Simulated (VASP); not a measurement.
Input of a VASP 6.6.1 run:

The input INCAR:

```
ALGO = Normal
EDIFF = 1E-7
ENCUT = 520
GGA = PE
ISIF = 2
ISMEAR = 0
LASPH = True
LCHARG = False
LREAL = False
LWAVE = False
NELM = 80
PREC = Accurate
SIGMA = 0.1
```

File KPOINTS:

```
k-points
0
Gamma
  12 12 12
```

File POSCAR:

```
Mo                                      
1.0
   -1.6271341976      1.6271341976      1.6271341976
    1.6271341976     -1.6271341976      1.6271341976
    1.6271341976      1.6271341976     -1.6271341976
  Mo            
     1
Direct
     0.0000000000000000    0.0000000000000000    0.0000000000000000
```

Potentials or basis: VASP PAW PBE potentials, release 64 (Mo_sv).

Run with:

```sh
$ cat potpaw_PBE.64/Mo_sv/POTCAR > POTCAR
$ mpirun -np 1 vasp_std > vasp.out
```

Q: What does it give for the band gap on the k mesh?

A: None (metal or under the smearing width).

Q: Predict the pressure.

A: -18.7 GPa.

Caveat: so large a pressure means that the cell lies far from this level's equilibrium, or that cutoff or potentials fall short.
